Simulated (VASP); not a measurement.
Given:

```xyz
4
Lattice="3.7532 0.0000 0.0000 -1.8766 3.2504 0.0000 0.0000 0.0000 6.1433" Properties=species:S:1:pos:R:3 pbc="T T T"
Ag     0.0000     2.1669     0.0035
Ag     1.8766     1.0835     3.0752
F      0.0000     2.1669     2.3002
F      1.8766     1.0835     5.3719
```

All values below come from PBEsol GGA, VASP's PBE PAW potentials (set 64) (plane waves; VASP). Run with 520 eV cut-off, 11×11×6 Γ-centred mesh, tetrahedra with Blöchl corrections, potentials Ag F.

The cores are frozen, which limits the accuracy of field gradients.

Task: Give the principal components of the electric field gradient (V/Å²) and the asymmetry η at each nucleus.

Result: 
```csv
atom,Vxx,Vyy,Vzz,η
Ag1,0.5,0.5,-1.1,0.00
Ag2,0.5,0.5,-1.1,0.00
F3,-1.0,-1.0,2.1,0.00
F4,-1.0,-1.0,2.1,0.00
```

The structure was generated: AgF was put into the wurtzite type (P6_3mc), which need not be its known phase. It was relaxed first, which changed the volume by +48 %.
